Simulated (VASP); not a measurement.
# B2C (C2) in VASP: phonons with PBE

Aim: the phonons of B2C with PBE.

Program: VASP 6.6.1. These are calculated values, not measurements. Logs are shortened: lines on timing, memory, paths and dates and some standing lists are left out, and cuts for length are marked.

## Step 1: The crystal as given

The structure is monoclinic, space group C2 (No. 5). The conventional cell has a = 12.067 Å, b = 3.880 Å, c = 3.869 Å, α = 90.00°, β = 94.20°, γ = 90.00°. B (site symmetry 1) is surrounded by 2 C at 1.53 to 1.58 Å. B (site symmetry 1) is surrounded by 2 C at 1.58 to 1.64 Å. Around B (site symmetry 1) lie 2 C at 1.61 Å and 2 B at 1.82 Å. B (site symmetry 1) has 2 C at 1.56 Å as nearest neighbours. C (site symmetry 2) is surrounded by 4 B at 1.58 Å. C (site symmetry 2) is surrounded by 4 B at 1.53 to 1.64 Å. C (site symmetry 1) has 4 B at 1.56 to 1.61 Å as nearest neighbours.

The cell was built by a generator and needn't be a form met in nature.

## Step 2: Phonons, PBE

The input, POSCAR:

```
B2C
1.0
    6.0335820000     -1.9402000000      0.0000000000
    6.0335820000      1.9402000000      0.0000000000
   -0.2835600000      0.0000000000      3.8585000000
B C
8 4
Direct
    0.3088970000      0.5880600000      0.1692590000
    0.6746220000      0.1927910000      0.7909040000
    0.8072090000      0.3253780000      0.2090960000
    0.4119400000      0.6911030000      0.8307410000
    0.3440000000      0.2915590000      0.9745530000
    0.7082790000      0.8965710000      0.5844240000
    0.7084410000      0.6560000000      0.0254470000
    0.1034290000      0.2917210000      0.4155760000
    0.0336040000      0.9663960000      0.0000000000
    0.5312020000      0.4687980000      0.5000000000
    0.4799370000      0.0166980000      0.2496360000
    0.9833020000      0.5200630000      0.7503640000
```

The input, INCAR.step1:

```
SYSTEM = B2C
ALGO = Fast
EDIFF = 1E-8
EDIFFG = -0.002
ENCUT = 520
GGA = PE
IBRION = 2
ISIF = 3
ISMEAR = 0
KPAR = 8
LASPH = .True.
LCHARG = .False.
LREAL = .False.
LWAVE = .False.
NELM = 100
NSW = 40
PREC = Accurate
SIGMA = 0.1
```

The input, INCAR.step2:

```
SYSTEM = B2C
ALGO = Fast
EDIFF = 1E-8
ENCUT = 520
GGA = PE
IBRION = 6
ISIF = 2
ISMEAR = 0
KPAR = 8
LASPH = .True.
LCHARG = .False.
LREAL = .False.
LWAVE = .False.
NELM = 100
NFREE = 2
NSW = 1
POTIM = 0.015
PREC = Accurate
SIGMA = 0.1
```

The input, KPOINTS:

```
k-points
0
Gamma
  6 6 6
  0 0 0
```

Potentials or basis: VASP PAW PBE potentials, release 64 (B, C).

Started as:

```console
$ cat potpaw_PBE.64/B/POTCAR potpaw_PBE.64/C/POTCAR > POTCAR
$ cp INCAR.step1 INCAR
$ mpirun -np 8 vasp_std > vasp.out
$ cp CONTCAR POSCAR
$ cp INCAR.step2 INCAR
$ mpirun -np 8 vasp_std > vasp.out
```

OUTCAR:

```text
SYSTEM = B2C
   EDIFF = 1E-8
   ENCUT = 520
   GGA = PE
   IBRION = 6
   ISIF = 2
   ISMEAR = 0
   LASPH = .True.
   LREAL = .False.
   NELM = 100
   NFREE = 2
   NSW = 1
   POTIM = 0.015
   PREC = Accurate

 ion  position               nearest neighbor table
   1  0.309  0.588  0.169-  10 1.53   9 1.58   5 1.82   4 1.87   3 2.05   2 2.08
   2  0.675  0.193  0.791-   9 1.58  10 1.64   5 1.82   6 1.84   4 2.05   1 2.08
   3  0.807  0.325  0.209-   9 1.58  10 1.64   7 1.82   8 1.84   1 2.05   4 2.08
   4  0.412  0.691  0.831-  10 1.53   9 1.58   7 1.82   1 1.87   2 2.05   3 2.08
   5  0.344  0.292  0.975-  12 1.61  11 1.61   1 1.82   2 1.82   6 2.11
   6  0.708  0.896  0.585-  11 1.56  12 1.56   2 1.84   5 2.11
   7  0.708  0.656  0.025-  11 1.61  12 1.61   4 1.82   3 1.82   8 2.11
   8  0.104  0.292  0.415-  12 1.56  11 1.56   3 1.84   7 2.11
   9  0.033  0.967  0.000-   1 1.58   4 1.58   3 1.58   2 1.58
  10  0.531  0.469  0.500-   1 1.53   4 1.53   3 1.64   2 1.64
  11  0.480  0.017  0.250-   6 1.56   8 1.56   7 1.61   5 1.61
  12  0.983  0.520  0.750-   8 1.56   6 1.56   5 1.61   7 1.61

  LATTYP: Found a base centered monoclinic cell.
 ALAT       =    12.0692016887
 B/A-ratio  =     0.3214894605
 C/A-ratio  =     0.3205399549
 COS(beta)  =    -0.0731545650

  Lattice vectors:

 A1 = (   6.0346008263,  -1.9400605698,   0.0004672403)
 A2 = (   6.0346008263,   1.9400605698,   0.0004672403)
 A3 = (  -0.2833089741,   0.0000000000,   3.8582738091)

Analysis of symmetry for initial positions (statically):
=====================================================================
 Subroutine PRICEL returns:
 Original cell was already a primitive cell.

 Routine SETGRP: Setting up the symmetry group for a
 base centered monoclinic supercell.

 Subroutine GETGRP returns: Found  2 space group operations
 (whereof  2 operations were pure point group operations)
 out of a pool of  4 trial point group operations.

The static configuration has the point symmetry C_2 .

Analysis of symmetry for dynamics (positions and initial velocities):
=====================================================================
 Subroutine PRICEL returns:
 Original cell was already a primitive cell.

 Routine SETGRP: Setting up the symmetry group for a
 base centered monoclinic supercell.

 Subroutine GETGRP returns: Found  2 space group operations
 (whereof  2 operations were pure point group operations)
 out of a pool of  4 trial point group operations.

The dynamic configuration has the point symmetry C_2 .

 Subroutine INISYM returns: Found  2 space group operations
 (whereof  2 operations are pure point group operations),
 and found     1 'primitive' translations

----------------------------------------------------------------------------------------

                                     Primitive cell

  volume of cell :      90.3419

  direct lattice vectors                    reciprocal lattice vectors
     6.034600826 -1.940060570  0.000467240     0.082855051 -0.257723912  0.006083959
     6.034600826  1.940060570  0.000467240     0.082855051  0.257723912  0.006083959
    -0.283308974  0.000000000  3.858273809    -0.000020068  0.000000000  0.259181791

  length of vectors
     6.338788714  6.338788714  3.868661366     0.270783288  0.270783288  0.259181791

  position of ions in fractional coordinates (direct lattice)
     0.308686309  0.588235391  0.169335205
     0.674597329  0.192713784  0.790816966
[... 104 lines left out ...]
   ISYM   =      2    0-nonsym 1-usesym 2-fastsym
   POTIM  = 0.0150    time-step for ionic-motion
   TEBEG  =    0.0;   TEEND  =   0.0 temperature during run
   PSTRESS=    0.0 pullay stress
   NELECT =      40.0000    total number of electrons
   NUPDOWN=      -1.0000    fix difference up-down
   EMIN   =  10.00;   EMAX   =-10.00  energy-range for DOS
   EFERMI =   0.00;   METHOD = LEGACY
   ISMEAR =     0;   SIGMA  =   0.10  broadening in eV -4-tet -1-fermi 0-gaus
   EFERMI_NEDOS =   21; number of points for ismear=-14 and -15
   IALGO  =     68    algorithm
   IMIX   =      4    mixing-type and parameters
     AMIX     =   0.40;   BMIX     =  1.00
     AMIX_MAG =   1.60;   BMIX_MAG =  1.00
  volume/ion in A,a.u.               =       7.53        50.80
  Fermi-wavevector in a.u.,A,eV,Ry     =   1.247762  2.357928 21.183043  1.556910
  Thomas-Fermi vector in A             =   2.381879
   LORBIT       =      0    0 simple, 1 ext, 2 COOP (PROOUT), +10 PAW based schemes
   GGA     = PE    functional components
   LHFCALC =     F    Hartree Fock is set to
   AEXX    =    0.0000 exact exchange contribution
   IVDW    =     0    specifies the selected vdW correction
   LEPSILON=     F    determine dielectric tensor
   LRPA    =     F    only Hartree local field effects (RPA)
 finite differences with symmetry
 non-spin polarized calculation
 RMM-DIIS sequential band-by-band and
 Gauss-broadening in eV      SIGMA  =   0.10
  energy-cutoff  :      520.00
  volume of cell :       90.34
 maximum number of plane-waves:      2452
   NGX = 23   NGY = 23   NGZ = 15

--------------------------------------- Ionic step        1  -------------------------------------------

 number of electron      39.9999998 magnetization

 Free energy of the ion-electron system (eV)
  ---------------------------------------------------
  ext. energy  EPLUGINS =         0.00000000
  ---------------------------------------------------
  free energy    TOTEN  =       -87.28707585 eV

  energy without entropy =      -87.27513152  energy(sigma->0) =      -87.28110369

------------------------ aborting loop because EDIFF is reached ----------------------------------------

  FORCE on cell =-STRESS in cart. coord.  units (eV):
  Direction    XX          YY          ZZ          XY          YZ          ZX
  --------------------------------------------------------------------------------------
  -------------------------------------------------------------------------------------
  Total       -0.0052678     -0.0020458     -0.0020954      0.0000000      0.0000000      0.0007250
  in kB       -0.0934224     -0.0362805     -0.0371603      0.0000000      0.0000000      0.0128578
  external PRESSURE =      -0.0556211 kB  Pullay stress =       0.0000000 kB
[... 119 lines left out ...]
  FREE ENERGIE OF THE ION-ELECTRON SYSTEM (eV)
  ---------------------------------------------------
  free  energy   TOTEN  =       -87.2854804385 eV

  energy  without entropy=      -87.2734076243  energy(sigma->0) =      -87.27944403

[... ionic steps 4 to 40 ...]

--------------------------------------- Ionic step       41  -------------------------------------------

 number of electron      39.9999998 magnetization

------------------------ aborting loop because EDIFF is reached ----------------------------------------
[... 87 lines left out ...]
--------------------------------------- Ionic step       43  -------------------------------------------

 number of electron      39.9999999 magnetization

 Free energy of the ion-electron system (eV)
  ---------------------------------------------------
  ext. energy  EPLUGINS =         0.00000000
  ---------------------------------------------------
  free energy    TOTEN  =       -87.28358428 eV

  energy without entropy =      -87.27175232  energy(sigma->0) =      -87.27766830

 E-fermi :   5.1103     XC(G=0): -11.4544

 val. band max:        5.1056485213   @ k =  -0.3333   0.3333  -0.3333
 cond. band min:       5.1121108402   @ k =  -0.1667   0.1667  -0.1667
 fundamental gap:      0.0064623189
 Fermi energy:         5.1103089048

 k-point     1 :       0.0000    0.0000    0.0000
  band No.  band energies     occupation
      1     -10.9495      2.00000
      2      -9.3267      2.00000
      3      -5.4897      2.00000
      4      -5.3974      2.00000
      5      -5.3045      2.00000
      6      -2.5061      2.00000
[... 709 lines left out ...]
     26      12.2085      0.00000
     27      12.7141      0.00000

 [... further k-points ...]
[... 5 lines left out ...]
  --------------------------------------------------------------------------------------
  -------------------------------------------------------------------------------------
  Total        0.0781418     -0.0306126     -0.1367915      0.1669225     -0.0088380     -0.1771272
  in kB        1.3858134     -0.5429013     -2.4259418      2.9603034     -0.1567390     -3.1412785
  external PRESSURE =      -0.5276766 kB  Pullay stress =       0.0000000 kB
[... 27 lines left out ...]
  FREE ENERGIE OF THE ION-ELECTRON SYSTEM (eV)
  ---------------------------------------------------
  free  energy   TOTEN  =       -87.2835842845 eV

  energy  without entropy=      -87.2717523186  energy(sigma->0) =      -87.27766830

 INTERNAL STRAIN TENSORS FROM DISPLACED ATOMS
 ============================================

 INTERNAL STRAIN TENSOR FOR ION    1 for displacements in x,y,z  (eV/Angst):
          X           Y           Z          XY          YZ          ZX
  --------------------------------------------------------------------------------
  x    -1.16182     6.80707    11.13747    -3.59966    -0.96771    -5.55927
  y    -4.04150     6.56886    -3.25415     5.62786    -0.69674    -7.07372
  z    -6.58364     0.83774    11.60565    -5.39085    -4.25765    12.01983
[... 8 lines left out ...]
 INTERNAL STRAIN TENSOR FOR ION   12 for displacements in x,y,z  (eV/Angst):
          X           Y           Z          XY          YZ          ZX
  --------------------------------------------------------------------------------
  x    -2.37205    10.74287    -9.61185     2.25165    -1.81929     5.00264
  y     1.99159     6.03158    -2.65222    13.91594    -2.19710   -10.95956
  z     5.22267    -2.53880    -9.33167   -11.19963     0.31533   -11.94359

 Eigenvectors and eigenvalues of the dynamical matrix
   1 f  =   35.891928 THz   225.515634 2PiTHz 1197.225848 cm-1   148.437020 meV
   2 f  =   34.478781 THz   216.636570 2PiTHz 1150.088336 cm-1   142.592716 meV
   3 f  =   32.288551 THz   202.874947 2PiTHz 1077.030117 cm-1   133.534655 meV
   4 f  =   31.958021 THz   200.798171 2PiTHz 1066.004852 cm-1   132.167697 meV
   5 f  =   29.419855 THz   184.850401 2PiTHz  981.340733 cm-1   121.670689 meV
   6 f  =   29.136736 THz   183.071512 2PiTHz  971.896899 cm-1   120.499804 meV
[... 25 lines left out ...]
  32 f  =    7.462885 THz    46.890692 2PiTHz  248.935065 cm-1    30.864001 meV
  33 f  =    7.392245 THz    46.446846 2PiTHz  246.578757 cm-1    30.571856 meV
  34 f/i=    0.001752 THz     0.011011 2PiTHz    0.058454 cm-1     0.007247 meV
  35 f/i=    0.003269 THz     0.020541 2PiTHz    0.109047 cm-1     0.013520 meV
  36 f/i=    0.014782 THz     0.092877 2PiTHz    0.493071 cm-1     0.061133 meV

 ELASTIC MODULI CONTR FROM IONIC RELAXATION (kBar)
 Direction    XX          YY          ZZ          XY          YZ          ZX
 --------------------------------------------------------------------------------
 XX        -779.9265    425.7150    395.5260      0.0000     -0.0000    112.7603
 YY         425.7150   -871.4558   -238.5877     -0.0000     -0.0000     71.8378
 ZZ         395.5260   -238.5877  -1102.2667     -0.0000      0.0000   -156.5911
 XY          -0.0000      0.0000     -0.0000   -719.4300    -42.9549     -0.0000
 YZ           0.0000     -0.0000      0.0000    -42.9549   -249.8281      0.0000
 ZX         112.7603     71.8378   -156.5911     -0.0000     -0.0000   -875.6477
 --------------------------------------------------------------------------------
```

Run time: 32 min. Hardware: 8 MPI ranks of Intel Xeon Platinum 8488C (Sapphire Rapids), shared host; peak memory 0.58 GiB.

Results:

```yaml
Highest_phonon_frequency_at_Γ_LO-TO_splitting_left_out: 1197 cm⁻¹
```

Phonon frequencies in cm⁻¹ (negative: imaginary):
```tsv
q point	frequencies
(0.000, 0.000, 0.000)	0 0 0 247 249 347 352 396 397 421 465 473 490 503 546 552 558 580 582 642 663 694 741 767 826 859 868 878 904 971 972 981 1066 1077 1150 1197
```
